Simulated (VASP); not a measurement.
Method: PBE GGA with D3 dispersion (zero damping), VASP's PBE PAW potentials (set 64) (plane waves; VASP).

VASP input:

KPOINTS:
```
Automatic mesh
0
Gamma
10 10 10
0 0 0
```

### INCAR
```
SYSTEM  =  NiSi2
PREC  =  Accurate; ENCUT  =  520; LREAL  =  .FALSE.
LASPH  =  .TRUE.
EDIFF  =  1E-7; NELM  =  100; ALGO  =  Normal
LMAXMIX  =  4
ISMEAR  =  1; SIGMA  =  0.1
GGA  =  PE; IVDW  =  11
ISIF  =  2
LWAVE  =  .FALSE.; LCHARG  =  .FALSE.
```

File POSCAR:
```
NiSi2
1
    0.0000000000     2.7287698455     2.7287698455
    2.7287698455     0.0000000000     2.7287698455
    2.7287698455     2.7287698455     0.0000000000
Si Ni
2 1
Direct
  0.2500000000   0.2500000000   0.2500000000
  0.7500000000   0.7500000000   0.7500000000
  0.0000000000   0.0000000000   0.0000000000
```

POTCAR, in this order: Si Ni (PBE.64 set). Program: vasp_std.

Predict the energy per atom (σ→0), dispersion energy, pressure, band gap (on the k-mesh).

```
Item                                                        Result
------------------------  ----------------------------------------
energy per atom (σ→0)                               -6.074 eV/atom
dispersion energy                                        -0.856 eV
band gap (on the k-mesh)  none (metal, semimetal or under 0.01 eV)
pressure                                                 -4.96 GPa
```

OSZICAR:
```
...
DAV:   9    -0.173697985048E+02    0.41577E-01   -0.29609E-01  1519   0.110E+01    0.657E-01
DAV:  10    -0.173675859625E+02    0.22125E-02   -0.12290E-02  1643   0.242E+00    0.282E-01
DAV:  11    -0.173677427910E+02   -0.15683E-03   -0.11935E-03  1461   0.272E-01    0.517E-02
DAV:  12    -0.173677795255E+02   -0.36734E-04   -0.43133E-05  1522   0.659E-02    0.217E-02
DAV:  13    -0.173677808728E+02   -0.13474E-05   -0.22580E-05  1468   0.967E-02    0.843E-03
DAV:  14    -0.173677810614E+02   -0.18859E-06   -0.21156E-06  1596   0.129E-02    0.493E-03
DAV:  15    -0.173677810598E+02    0.16005E-08   -0.58844E-07  1552   0.179E-02
   1 F= -.18223600E+02 E0= -.18223250E+02  d E =-.105109E-02
```

The compound is NiSi2 in the fluorite structure. This cell is one point of a volume scan, at 1.03 of the reference volume. The run is not spin-polarised, so no magnetic state was tried.
